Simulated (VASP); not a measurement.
Level of theory: PBEsol GGA, VASP's PBE PAW potentials (set 64) (plane waves; VASP).

VASP input:

### KPOINTS
```
Automatic mesh
0
gamma
 9 9 5
```

### INCAR
```
LREAL  =  .False.
SYSTEM  =  Ca(AlGe)2
LCHARG  =  .False.
ALGO  =  Normal
GGA  =  PS
PREC  =  Accurate
LMAXMIX  =  4   # l cut-off of mixed one-centre charges
LASPH  =  .True.   # aspherical one-centre terms
ISMEAR  =  0   # Gaussian
EDIFF  =  1E-6   # SCF stop (eV)
NELM  =  100   # most electronic steps
ENCUT  =  300   # plane-wave cut-off (eV)
ISIF  =  2   # forces and stress, cell fixed
LWAVE  =  .False.
SIGMA  =  0.1   # width (eV)
```

**POSCAR**
```
Ca(AlGe)2
14.0212720
  0.2914341153   0.0000000000   0.0000000000
 -0.1457170220   0.2523892982   0.0000000000
  0.0000000000   0.0000000000   0.5000000000
Ca Al Ge
1 2 2
direct
  0.0000000000   0.0000000000   0.0000000000
  0.6666670000   0.3333330000   0.3722100000
  0.3333330000   0.6666670000   0.6277900000
  0.3333330000   0.6666670000   0.2620400000
  0.6666670000   0.3333330000   0.7379600000
```

POTCAR, in this order: Ca_sv Al Ge_d (PBE.64 set). Program: vasp_std.

What VASP printed:

### OSZICAR
```
       N       E                     dE             d eps       ncg     rms          rms(c)
DAV:   1     0.295527416246E+03    0.29553E+03   -0.16635E+04  2844   0.245E+03
DAV:   2     0.181655270331E+02   -0.27736E+03   -0.27284E+03  2608   0.546E+02
DAV:   3    -0.210956061207E+02   -0.39261E+02   -0.38630E+02  3188   0.154E+02
DAV:   4    -0.226476321080E+02   -0.15520E+01   -0.15481E+01  3968   0.311E+01
DAV:   5    -0.227062876822E+02   -0.58656E-01   -0.58622E-01  4230   0.527E+00    0.591E+00
DAV:   6    -0.222916947890E+02    0.41459E+00   -0.51990E-01  3182   0.287E+00    0.326E+00
DAV:   7    -0.221718745660E+02    0.11982E+00   -0.35708E-01  2900   0.350E+00    0.611E-01
DAV:   8    -0.221694352752E+02    0.24393E-02   -0.28770E-02  3946   0.132E+00    0.197E-01
DAV:   9    -0.221693340716E+02    0.10120E-03   -0.23366E-03  3510   0.350E-01    0.794E-02
DAV:  10    -0.221693570996E+02   -0.23028E-04   -0.28868E-04  3654   0.116E-01    0.230E-02
DAV:  11    -0.221693592134E+02   -0.21138E-05   -0.25472E-05  3240   0.327E-02    0.838E-03
DAV:  12    -0.221693604894E+02   -0.12760E-05   -0.23726E-06  2818   0.146E-02    0.200E-03
DAV:  13    -0.221693606801E+02   -0.19068E-06   -0.31082E-07  1738   0.656E-03
   1 F= -.22169361E+02 E0= -.22167185E+02  d E =-.435124E-02
```

**OUTCAR**
```
------------------------ aborting loop because EDIFF is reached ----------------------------------------
  FORCE on cell =-STRESS in cart. coord.  units (eV):
  Direction    XX          YY          ZZ          XY          YZ          ZX
  --------------------------------------------------------------------------------------
  Total        2.1572288      2.1572280      1.4317430      0.0000003      0.0000000      0.0000000
  in kB       34.0928433     34.0928300     22.6272663      0.0000048      0.0000000      0.0000000
  external PRESSURE =      30.2709798 kB  Pullay stress =       0.0000000 kB
  volume of cell :      101.38
      direct lattice vectors                 reciprocal lattice vectors
     4.086277000  0.000000000  0.000000000     0.244721540  0.141290040  0.000000000
    -2.043138000  3.538819000  0.000000000     0.000000000  0.282580149  0.000000000
     0.000000000  0.000000000  7.010636000     0.000000000  0.000000000  0.142640411
 POSITION                                       TOTAL-FORCE (eV/Angst)
 -----------------------------------------------------------------------------------
      0.00000      0.00000      0.00000        -0.000000     -0.000000      0.000000
      2.04314      1.17961      2.60943        -0.000000     -0.000000     -0.063745
     -0.00000      2.35921      4.40121        -0.000000      0.000000      0.063745
     -0.00000      2.35921      1.83707         0.000000      0.000000     -0.420168
      2.04314      1.17961      5.17357        -0.000000     -0.000000      0.420168
 -----------------------------------------------------------------------------------
    total drift:                                0.000000     -0.000000      0.000000
  FREE ENERGIE OF THE ION-ELECTRON SYSTEM (eV)
  ---------------------------------------------------
  free  energy   TOTEN  =       -22.1693606801 eV

  energy  without entropy=      -22.1650094409  energy(sigma->0) =      -22.16718506
```
(Selected blocks of OUTCAR.)

At this cut-off the stress carries a Pulay error, which pulls relaxed volumes low.

The structure comes from a computed database's Al2CaGe2 entry (P-3m1); how it stands against other phases isn't given here. The cell was not relaxed at this level, and its volume differs by -5.9 % from the start's.
